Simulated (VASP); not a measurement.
Output of a VASP run:

OUTCAR:
```
 ion  position               nearest neighbor table
   1  0.000  0.000  0.000-   2 2.54   2 2.54   2 2.54   2 2.54
   2  0.250  0.250  0.250-   1 2.54   1 2.54   1 2.54   1 2.54
  LATTYP: Found a face centered cubic cell.
 ALAT       =     5.8700000000
 Subroutine PRICEL returns:
 Original cell was already a primitive cell.
 Subroutine GETGRP returns: Found 24 space group operations
The static configuration has the point symmetry T_d .
The dynamic configuration has the point symmetry T_d .
 Subroutine INISYM returns: Found 24 space group operations
 Subroutine IBZKPT returns following result:
 Found     20 irreducible k-points:

 Following reciprocal coordinates:
            Coordinates               Weight
  0.000000  0.000000  0.000000      1.000000
  0.142857  0.000000  0.000000      8.000000
  0.285714  0.000000  0.000000      8.000000
  0.428571  0.000000  0.000000      8.000000
  0.142857  0.142857  0.000000      6.000000
  0.285714  0.142857  0.000000     24.000000
  0.428571  0.142857  0.000000     24.000000
 -0.428571  0.142857  0.000000     24.000000
 -0.285714  0.142857  0.000000     24.000000
 -0.142857  0.142857  0.000000     12.000000
  0.285714  0.285714  0.000000      6.000000
  0.428571  0.285714  0.000000     24.000000
 -0.428571  0.285714  0.000000     24.000000
 -0.285714  0.285714  0.000000     12.000000
  0.428571  0.428571  0.000000      6.000000
 -0.428571  0.428571  0.000000     12.000000
  0.428571  0.285714  0.142857     24.000000
 -0.428571  0.285714  0.142857     48.000000
 -0.428571  0.428571  0.142857     24.000000
 -0.285714  0.428571  0.142857     24.000000
   k-points           NKPTS =     20   k-points in BZ     NKDIM =     20   number of bands    NBANDS=     13
   number of dos      NEDOS =    301   number of ions     NIONS =      2
   total plane-waves  NPLWV =  32768
   dimension x,y,z NGX =    32 NGY =   32 NGZ =   32
   dimension x,y,z NGXF=    64 NGYF=   64 NGZF=   64
   ions per type =               1   1
   PREC   = accura    normal or accurate (medium, high low for compatibility)
   ISTART =      0    job   : 0-new  1-cont  2-samecut
   ICHARG =      2    charge: 1-file 2-atom 10-const
   ISPIN  =      1    spin polarized calculation?
   LNONCOLLINEAR =      F non collinear calculations
   LSORBIT =      F    spin-orbit coupling
   INIWAV =      1    electr: 0-lowe 1-rand  2-diag
   ENCUT  =  520.0 eV  38.22 Ry    6.18 a.u.   7.72  7.72  7.72*2*pi/ulx,y,z
   NELM   =    100;   NELMIN=  2; NELMDL= -5     # of ELM steps
   EDIFF  = 0.1E-05   stopping-criterion for ELM
   LREAL  =      F    real-space projection
   NLSPLINE    = F    spline interpolate recip. space projectors
   LMAXMIX     =    4 max onsite mixed and CHGCAR
   VOSKOWN=      0    Vosko Wilk Nusair interpolation
   EDIFFG = -.1E-01   stopping-criterion for IOM
   NSW    =     60    number of steps for IOM
   NBLOCK =      1;   KBLOCK =     60    inner block; outer block
   IBRION =      2    ionic relax: 0-MD 1-quasi-New 2-CG
   NFREE  =      1    steps in history (QN), initial steepest desc. (CG)
   ISIF   =      3    stress and relaxation
   ISYM   =      2    0-nonsym 1-usesym 2-fastsym
   TEIN   =    0.0    initial temperature
   TEBEG  =    0.0;   TEEND  =   0.0 temperature during run
   SMASS  =  -3.00    Nose mass-parameter (am)
   PSTRESS=    0.0 pullay stress
   NELECT =      18.0000    total number of electrons
   EFERMI =   0.00;   METHOD = LEGACY
   ISMEAR =     0;   SIGMA  =   0.05  broadening in eV -4-tet -1-fermi 0-gaus
   IALGO  =     38    algorithm
   LDIAG  =      T    sub-space diagonalisation (order eigenvalues)
   IMIX   =      4    mixing-type and parameters
     AMIX     =   0.40;   BMIX     =  1.00
     AMIX_MAG =   1.60;   BMIX_MAG =  1.00
     AMIN     =   0.10
   GGA     = AM    functional components
   VOSKOWN =     0    Vosko Wilk Nusair interpolation
   LHFCALC =     F    Hartree Fock is set to
   LHFONE  =     F    Hartree Fock one center treatment
...
```

**OSZICAR**
```
       N       E                     dE             d eps       ncg     rms          rms(c)
DAV:   1     0.115284899583E+03    0.11528E+03   -0.86224E+03   520   0.158E+03
DAV:   2    -0.872756454428E+00   -0.11616E+03   -0.11140E+03   540   0.327E+02
DAV:   3    -0.880364578700E+01   -0.79309E+01   -0.78701E+01   665   0.896E+01
DAV:   4    -0.903556606411E+01   -0.23192E+00   -0.23166E+00   635   0.169E+01
DAV:   5    -0.904777276966E+01   -0.12207E-01   -0.12206E-01   761   0.345E+00    0.549E+00
DAV:   6    -0.868800904326E+01    0.35976E+00   -0.67242E-01   763   0.159E+01    0.331E+00
DAV:   7    -0.865798290367E+01    0.30026E-01   -0.18213E-01   749   0.411E+00    0.113E+00
DAV:   8    -0.865788712870E+01    0.95775E-04   -0.17492E-02   647   0.189E+00    0.367E-01
DAV:   9    -0.865886573655E+01   -0.97861E-03   -0.24929E-03   630   0.677E-01    0.185E-01
DAV:  10    -0.865895746973E+01   -0.91733E-04   -0.23630E-04   722   0.135E-01    0.131E-01
DAV:  11    -0.865904503680E+01   -0.87567E-04   -0.82407E-05   565   0.729E-02    0.277E-02
DAV:  12    -0.865906013454E+01   -0.15098E-04   -0.42712E-05   615   0.106E-01    0.229E-02
DAV:  13    -0.865906058356E+01   -0.44902E-06   -0.22254E-06   502   0.148E-02
   1 F= -.86590606E+01 E0= -.86590606E+01  d E =-.865906E+01
       N       E                     dE             d eps       ncg     rms          rms(c)
DAV:   1    -0.868571904675E+01   -0.26659E-01   -0.66713E-01   655   0.185E+01    0.105E+00
DAV:   2    -0.866359914254E+01    0.22120E-01   -0.46170E-02   670   0.548E+00    0.378E-01
DAV:   3    -0.865975122058E+01    0.38479E-02   -0.12140E-02   665   0.259E+00    0.211E-01
DAV:   4    -0.865973749989E+01    0.13721E-04   -0.52681E-04   560   0.251E-01    0.155E-01
DAV:   5    -0.865966453810E+01    0.72962E-04   -0.60065E-05   704   0.833E-02    0.641E-02
DAV:   6    -0.865965650359E+01    0.80345E-05   -0.27582E-05   785   0.579E-02    0.146E-02
DAV:   7    -0.865965646054E+01    0.43041E-07   -0.29096E-06   582   0.235E-02
   2 F= -.86596565E+01 E0= -.86596565E+01  d E =-.595877E-03
       N       E                     dE             d eps       ncg     rms          rms(c)
DAV:   1    -0.866249598385E+01   -0.28395E-02   -0.66991E-02   650   0.573E+00    0.344E-01
DAV:   2    -0.866021451362E+01    0.22815E-02   -0.48471E-03   665   0.182E+00    0.119E-01
DAV:   3    -0.865983474710E+01    0.37977E-03   -0.11764E-03   665   0.808E-01    0.685E-02
DAV:   4    -0.865983395105E+01    0.79605E-06   -0.50863E-05   555   0.768E-02    0.495E-02
DAV:   5    -0.865983008843E+01    0.38626E-05   -0.61396E-06   684   0.274E-02    0.187E-02
DAV:   6    -0.865983121789E+01   -0.11295E-05   -0.25280E-06   632   0.191E-02    0.532E-03
DAV:   7    -0.865983075779E+01    0.46010E-06   -0.25976E-07   275   0.739E-03
   3 F= -.86598308E+01 E0= -.86598308E+01  d E =-.770174E-03
```

File OUTCAR:
```
------------------------ aborting loop because EDIFF is reached ----------------------------------------
  FORCE on cell =-STRESS in cart. coord.  units (eV):
  Direction    XX          YY          ZZ          XY          YZ          ZX
  --------------------------------------------------------------------------------------
  Total       -0.0040847     -0.0040847     -0.0040847      0.0000000      0.0000000     -0.0000000
  in kB       -0.1283079     -0.1283079     -0.1283079      0.0000000      0.0000000     -0.0000000
  external PRESSURE =      -0.1283079 kB  Pullay stress =       0.0000000 kB
  volume of cell :       51.01
      direct lattice vectors                 reciprocal lattice vectors
    -0.000000000  2.943496899  2.943496899    -0.169865985  0.169865985  0.169865985
     2.943496899  0.000000000  2.943496899     0.169865985 -0.169865985  0.169865985
     2.943496899  2.943496899  0.000000000     0.169865985  0.169865985 -0.169865985
  FREE ENERGIE OF THE ION-ELECTRON SYSTEM (eV)
  ---------------------------------------------------
  free  energy   TOTEN  =        -8.6598307578 eV

  energy  without entropy=       -8.6598307578  energy(sigma->0) =       -8.65983076

 reached required accuracy - stopping structural energy minimisation
```
(Selected blocks of OUTCAR.)

### POSCAR
```
InP
1
    0.0000000000     2.9350000000     2.9350000000
    2.9350000000     0.0000000000     2.9350000000
    2.9350000000     2.9350000000     0.0000000000
In P
1 1
Direct
  0.0000000000   0.0000000000   0.0000000000
  0.2500000000   0.2500000000   0.2500000000
```

Reconstruct the remaining input files.

This is not unique; one that fits is the input of the run itself, AM05 GGA, plane waves, VASP's PBE PAW potentials (set 64).

**INCAR**
```
SYSTEM = InP
PREC = Accurate
ENCUT = 520
EDIFF = 1E-6
NELM = 100
ALGO = Normal
LREAL = .FALSE.
LASPH = .TRUE.
ISMEAR = 0
SIGMA = 0.05
GGA = AM
LMAXMIX = 4
LWAVE = .FALSE.
LCHARG = .FALSE.
IBRION = 2
ISIF = 3
NSW = 60
EDIFFG = -0.01
```

**KPOINTS**
```
Regular mesh
0
G
  7 7 7
0 0 0
```

POTCAR, in this order: In_d P (PBE.64 set). Program: vasp_std.

The compound is InP in the zinc blende structure. This run relaxes it. Symmetry was kept, so distortions that lower it aren't found.
